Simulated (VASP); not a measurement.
Here is the system:

```xyz
3
Lattice="2.1009 3.6181 -0.0075 2.1009 -3.6181 0.0075 0.0000 0.0093 -5.1886" Properties=species:S:1:pos:R:3 pbc="T T T"
Te     2.1009    -1.2864    -3.6836
Te     2.1009     1.2958    -1.5050
Au     0.0000     0.0000     0.0000
```

The numbers are results of r2SCAN meta-GGA, VASP's PBE PAW potentials (set 64) (plane waves; VASP), not measurements. Settings: 400 eV cut-off, 10×10×7 Γ-centred mesh, tetrahedra with Blöchl corrections, potentials Te Au.

**Question.** The job: Te₂Au (sg12), 3 atoms, r2SCAN, static run, 400 eV, 10×10×7 Γ-centred mesh. Roughly how much core time does it take on a busy server core?

**Answer.** About 6 core-minutes (one run on a shared machine, a rough figure). It had 196 irreducible k-points, 15 bands, up to 1449 plane waves and 20 electronic steps.

The compound is Te2Au in the sg12 structure. It was relaxed first.
